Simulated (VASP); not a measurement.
Input of a VASP 6.6.1 run:

The input INCAR:

```
PREC     = Accurate       # precision mode
ENCUT    = 520            # plane-wave cutoff, eV
EDIFF    = 1E-7           # SCF threshold, eV
ISMEAR   = -1             # smearing method
SIGMA    = 0.05           # smearing width, eV
LREAL    = False          # projectors in reciprocal space
LASPH    = True           # aspherical terms in the spheres
NELM     = 100            # most SCF steps
ALGO     = Fast           # electronic algorithm
ISIF     = 2              # what is computed and relaxed
LWAVE    = False          # write WAVECAR
LCHARG   = False          # write CHGCAR
GGA      = PE             # functional
NBANDS   = 61             # bands
```

Contents of KPOINTS:

```
Automatic mesh
0
Gamma
  3 3 3
```

POSCAR

```
ZnHgPd
1.0
    5.0864770000     -0.3978540000      0.3622830000
   -0.0275010000      6.3411150000     -1.1932670000
   -0.4789200000     -0.0147370000      6.3972320000
Zn Pd Hg
3 3 3
Direct
    0.0553636257      0.2899287464      0.0218418067
    0.4542722120      0.0620787909      0.9376220016
    0.8496714639      0.9707394150      0.2119206842
    0.9688122698      0.4546764849      0.4796798412
    0.5693427130      0.4250819935      0.7928702803
    0.3823238492      0.1582309366      0.4020148596
    0.0967083610      0.6758489211      0.9125957007
    0.7898693828      0.8590517072      0.5986274695
    0.3946703318      0.7138277046      0.3000200230
```

Potentials or basis: VASP PAW PBE potentials, release 64 (Zn, Pd, Hg).

Command:

```sh
$ cat potpaw_PBE.64/Zn/POTCAR potpaw_PBE.64/Pd/POTCAR potpaw_PBE.64/Hg/POTCAR > POTCAR
$ mpirun -np 1 vasp_std > vasp.out
```

Predict the largest force.

1.041 eV/Å.

Predict the pressure.

-7.2 GPa.

Predict the band gap on the k mesh.

none (metal or under the smearing width).

Forces on the atoms (eV/Å):
```
Zn  -0.104  0.103  0.331
Zn   0.275  0.461 -0.005
Zn   0.205  0.841  0.094
Pd   0.339 -0.418 -0.263
Pd  -0.118 -0.366  0.245
Pd  -0.020  0.031 -0.530
Hg  -0.106 -0.192 -0.635
Hg   0.272  0.267  0.777
Hg  -0.744 -0.727 -0.015
```

Caveat: the k mesh is coarse (spacing up to 0.41 Å⁻¹), so the values aren't converged. Spin-orbit coupling is left out, which matters for the levels of Hg.
